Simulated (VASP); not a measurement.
Level of theory: r2SCAN meta-GGA, VASP's PBE PAW potentials (set 64) (plane waves; VASP 6.6.1).

Input for VASP

### KPOINTS_OPT
```
k-points along high-symmetry lines
10
Line-mode
Reciprocal
  0.000000   0.000000   0.000000 ! GAMMA
 -0.500000  -0.500000   0.000000 ! X

 -0.500000  -0.500000   0.000000 ! X
 -0.375000  -0.375000   0.250000 ! U

 -0.375000  -0.000000   0.375000 ! K
  0.000000   0.000000   0.000000 ! GAMMA

  0.000000   0.000000   0.000000 ! GAMMA
 -0.000000  -0.000000   0.500000 ! L

 -0.000000  -0.000000   0.500000 ! L
 -0.500000  -0.250000   0.250000 ! W

 -0.500000  -0.250000   0.250000 ! W
 -0.500000  -0.500000   0.000000 ! X
```

INCAR:
```
SYSTEM = VAs
PREC = Accurate
ENCUT = 400
EDIFF = 1E-7
NELM = 100
ALGO = Normal
LREAL = .FALSE.
LASPH = .TRUE.
ISMEAR = -5
METAGGA = R2SCAN
LMIXTAU = .TRUE.
LMAXMIX = 4
ISPIN = 2
MAGMOM = -2.1 0.2
LORBIT = 11
LWAVE = .FALSE.
LCHARG = .FALSE.
NEDOS = 601
ISIF = 2
```

### KPOINTS
```
kpoints
0
Gamma
 9 9 9
```

POSCAR:
```
VAs
1.0
  0.0000000000   2.8356693780   2.8356693780
  2.8356693780   0.0000000000   2.8356693780
  2.8356693780   2.8356693780   0.0000000000
V As
1 1
Direct
  0.0000000000   0.0000000000   0.0000000000
  0.2500000000   0.2500000000   0.2500000000
```

POTCAR, in this order: V_sv As (PBE.64 set). Program: vasp_std.

The run wrote:

**OUTCAR**
```
 ion  position               nearest neighbor table
   1  0.000  0.000  0.000-   2 2.46   2 2.46   2 2.46   2 2.46
   2  0.250  0.250  0.250-   1 2.46   1 2.46   1 2.46   1 2.46
  LATTYP: Found a face centered cubic cell.
 ALAT       =     5.6713387560
 Subroutine PRICEL returns:
 Original cell was already a primitive cell.
 Subroutine GETGRP returns: Found 24 space group operations
The static configuration has the point symmetry T_d .
The dynamic configuration has the point symmetry T_d .
The overall configuration has the point symmetry T_d .
 Subroutine INISYM returns: Found 24 space group operations
 Subroutine IBZKPT returns following result:
 Found     35 irreducible k-points:

 Following reciprocal coordinates:
            Coordinates               Weight
  0.000000  0.000000  0.000000      1.000000
  0.111111  0.000000  0.000000      8.000000
  0.222222  0.000000  0.000000      8.000000
  0.333333  0.000000  0.000000      8.000000
  0.444444  0.000000  0.000000      8.000000
  0.111111  0.111111  0.000000      6.000000
  0.222222  0.111111  0.000000     24.000000
  0.333333  0.111111  0.000000     24.000000
...
```

### OSZICAR
```
       N       E                     dE             d eps       ncg     rms          rms(c)
DAV:   1     0.933011360745E+02    0.93301E+02   -0.80584E+03  2048   0.102E+03
DAV:   2    -0.302209455456E+02   -0.12352E+03   -0.12074E+03  2062   0.315E+02
DAV:   3    -0.345219996224E+02   -0.43011E+01   -0.42373E+01  2626   0.604E+01
DAV:   4    -0.345652041512E+02   -0.43205E-01   -0.43278E-01  2008   0.632E+00
DAV:   5    -0.345655774199E+02   -0.37327E-03   -0.37360E-03  2566   0.644E-01    0.167E+01
DAV:   6    -0.297905073387E+02    0.47751E+01   -0.25946E+01  2200   0.581E+01    0.128E+01
DAV:   7    -0.290613810187E+02    0.72913E+00   -0.63423E+00  1978   0.321E+01    0.323E+00
DAV:   8    -0.290729469943E+02   -0.11566E-01   -0.39831E-01  2122   0.531E+00    0.165E+00
DAV:   9    -0.290235486868E+02    0.49398E-01   -0.26086E-01  2020   0.412E+00    0.648E-01
DAV:  10    -0.290354389748E+02   -0.11890E-01   -0.13461E-01  1984   0.314E+00    0.375E-01
DAV:  11    -0.291002762413E+02   -0.64837E-01   -0.35579E-02  1960   0.145E+00    0.183E-01
DAV:  12    -0.290995198444E+02    0.75640E-03   -0.24170E-03  2092   0.509E-01    0.534E-02
DAV:  13    -0.291009635681E+02   -0.14437E-02   -0.69972E-04  1960   0.252E-01    0.387E-02
DAV:  14    -0.291009862773E+02   -0.22709E-04   -0.28772E-05  2332   0.520E-02    0.171E-02
DAV:  15    -0.291009929929E+02   -0.67156E-05   -0.57238E-06  1960   0.232E-02    0.428E-03
DAV:  16    -0.291010076800E+02   -0.14687E-04   -0.11451E-05  1984   0.321E-02    0.279E-03
DAV:  17    -0.291010074470E+02    0.23304E-06   -0.12915E-06  2002   0.965E-03    0.206E-03
DAV:  18    -0.291010087124E+02   -0.12654E-05   -0.15795E-07  1906   0.422E-03    0.384E-04
DAV:  19    -0.291010087265E+02   -0.14129E-07   -0.43375E-08  1292   0.224E-03
   1 F= -.29101009E+02 E0= -.29101009E+02  d E =0.000000E+00  mag=    -2.0000
       N       E                     dE             ncg
       N       E                     dE             ncg
```

OUTCAR:
```
------------------------ aborting loop because EDIFF is reached ----------------------------------------
  FORCE on cell =-STRESS in cart. coord.  units (eV):
  Direction    XX          YY          ZZ          XY          YZ          ZX
  --------------------------------------------------------------------------------------
  Total       -0.0029584     -0.0029584     -0.0029584      0.0000000     -0.0000000     -0.0000000
  in kB       -0.1039383     -0.1039383     -0.1039383      0.0000000     -0.0000000     -0.0000000
  external PRESSURE =      -0.1039383 kB  Pullay stress =       0.0000000 kB
  volume of cell :       45.60
      direct lattice vectors                 reciprocal lattice vectors
     0.000000000  2.835669378  2.835669378    -0.176325211  0.176325211  0.176325211
     2.835669378  0.000000000  2.835669378     0.176325211 -0.176325211  0.176325211
     2.835669378  2.835669378  0.000000000     0.176325211  0.176325211 -0.176325211
 POSITION                                       TOTAL-FORCE (eV/Angst)
 -----------------------------------------------------------------------------------
      0.00000      0.00000      0.00000         0.000000      0.000000     -0.000000
      1.41783      1.41783      1.41783        -0.000000     -0.000000      0.000000
 -----------------------------------------------------------------------------------
    total drift:                               -0.000000     -0.000000     -0.000000
  FREE ENERGIE OF THE ION-ELECTRON SYSTEM (eV)
  ---------------------------------------------------
  free  energy   TOTEN  =       -29.1010087265 eV

  energy  without entropy=      -29.1010087265  energy(sigma->0) =      -29.10100873

 total charge

# of ion       s       p       d       tot
------------------------------------------
    1        2.228   6.136   3.056  11.420
    2        1.213   1.717   0.033   2.962
--------------------------------------------------
tot          3.441   7.853   3.089  14.383

 magnetization (x)

# of ion       s       p       d       tot
------------------------------------------
    1       -0.023  -0.004  -2.049  -2.076
    2        0.020   0.199  -0.024   0.195
--------------------------------------------------
tot         -0.003   0.195  -2.073  -1.881
```
(Selected blocks of OUTCAR.)

For a metal the tetrahedron method with Blöchl corrections gives inexact stress and forces.

The structure was generated: VAs was put into the zinc blende type (F-43m), which need not be its known phase. It was relaxed first, which changed the volume by -26 %.
